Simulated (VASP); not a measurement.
Output of a VASP run:

**OSZICAR**
```
       N       E                     dE             d eps       ncg     rms          rms(c)
DAV:   1     0.398958751117E+03    0.39896E+03   -0.18505E+04  1920   0.150E+03
DAV:   2    -0.141930964030E+02   -0.41315E+03   -0.40428E+03  2448   0.440E+02
DAV:   3    -0.506183752545E+02   -0.36425E+02   -0.35515E+02  2872   0.131E+02
DAV:   4    -0.520817979764E+02   -0.14634E+01   -0.14627E+01  2776   0.231E+01
DAV:   5    -0.521276120267E+02   -0.45814E-01   -0.45813E-01  2664   0.305E+00    0.233E+01
DAV:   6    -0.421891751041E+02    0.99384E+01   -0.67022E+01  2968   0.753E+01    0.997E+00
DAV:   7    -0.421975530945E+02   -0.83780E-02   -0.10738E+01  2416   0.236E+01    0.663E+00
DAV:   8    -0.420508096888E+02    0.14674E+00   -0.14575E+00  2552   0.117E+01    0.233E+00
DAV:   9    -0.420445451041E+02    0.62646E-02   -0.21936E-01  2368   0.361E+00    0.968E-01
DAV:  10    -0.420415434589E+02    0.30016E-02   -0.89550E-02  2608   0.224E+00    0.698E-01
DAV:  11    -0.420359718833E+02    0.55716E-02   -0.51110E-02  2800   0.163E+00    0.191E-01
DAV:  12    -0.420354696199E+02    0.50226E-03   -0.29026E-03  2256   0.495E-01    0.546E-02
DAV:  13    -0.420355536606E+02   -0.84041E-04   -0.17621E-03  2664   0.310E-01    0.836E-02
DAV:  14    -0.420354432044E+02    0.11046E-03   -0.50013E-04  2512   0.152E-01    0.209E-02
DAV:  15    -0.420354422842E+02    0.92016E-06   -0.26694E-05  2392   0.335E-02    0.659E-03
DAV:  16    -0.420354416929E+02    0.59133E-06   -0.37539E-06  1632   0.118E-02
   1 F= -.42035442E+02 E0= -.42035442E+02  d E =-.906962E-09
```

File OUTCAR:
```
------------------------ aborting loop because EDIFF is reached ----------------------------------------
  FORCE on cell =-STRESS in cart. coord.  units (eV):
  Direction    XX          YY          ZZ          XY          YZ          ZX
  --------------------------------------------------------------------------------------
  Total       -2.6844328     -2.6844328     -2.5054021      0.0000000     -0.0000000      0.0000000
  in kB      -66.8707139    -66.8707139    -62.4109597      0.0000000     -0.0000000      0.0000000
  external PRESSURE =     -65.3841292 kB  Pullay stress =       0.0000000 kB
  volume of cell :       64.32
      direct lattice vectors                 reciprocal lattice vectors
     3.990000000  0.000000000  0.000000000     0.250626566  0.000000000  0.000000000
     0.000000000  3.990000000  0.000000000     0.000000000  0.250626566  0.000000000
     0.000000000  0.000000000  4.040000000     0.000000000  0.000000000  0.247524752
 POSITION                                       TOTAL-FORCE (eV/Angst)
 -----------------------------------------------------------------------------------
      0.00000      0.00000      0.00000        -0.000000      0.000000     -0.000238
      1.99500      1.99500      2.07252         0.000000      0.000000      0.196250
      1.99500      1.99500      3.94708         0.000000     -0.000000     -0.132777
      0.00000      1.99500      1.96748         0.000000      0.000000     -0.031618
      1.99500      0.00000      1.96748         0.000000      0.000000     -0.031618
 -----------------------------------------------------------------------------------
    total drift:                                0.000000      0.000000     -0.000020
  FREE ENERGIE OF THE ION-ELECTRON SYSTEM (eV)
  ---------------------------------------------------
  free  energy   TOTEN  =       -42.0354416929 eV

  energy  without entropy=      -42.0354416920  energy(sigma->0) =      -42.03544169
```
(Selected blocks of OUTCAR.)

File POSCAR:
```
BaTiO3
1
    3.9900000000     0.0000000000     0.0000000000
    0.0000000000     3.9900000000     0.0000000000
    0.0000000000     0.0000000000     4.0400000000
Ba Ti O
1 1 3
Direct
  0.0000000000   0.0000000000   0.0000000000
  0.5000000000   0.5000000000   0.5130000000
  0.5000000000   0.5000000000   0.9770000000
  0.0000000000   0.5000000000   0.4870000000
  0.5000000000   0.0000000000   0.4870000000
```

Question: Write an INCAR and KPOINTS that could have produced this output.

Answer: This is not unique; one that fits is the input of the run itself, PBEsol GGA, plane waves, VASP's PBE PAW potentials (set 64).

**KPOINTS**
```
Automatic mesh
0
Gamma
7 7 7
0 0 0
```

**INCAR**
```
# general
SYSTEM  = BaTiO3
PREC    = Accurate
ENCUT   = 400
LREAL   = .FALSE.
LASPH   = .TRUE.

# electronic loop
EDIFF   = 1E-6
NELM    = 100
ALGO    = Normal
LMAXMIX = 4

# smearing
ISMEAR  = -1
SIGMA   = 0.05

# functional
GGA     = PS

# ions
ISIF    = 2

# output
LWAVE   = .FALSE.
LCHARG  = .FALSE.
```

POTCAR, in this order: Ba_sv Ti_sv O (PBE.64 set). Program: vasp_std.

At this cut-off the stress carries a Pulay error, which pulls relaxed volumes low.

The structure is a typed BaTiO3 crystal. The cell was not relaxed at this level. The run is one of a series of settings (GGA = PS against the base run), some of them coarse on purpose.
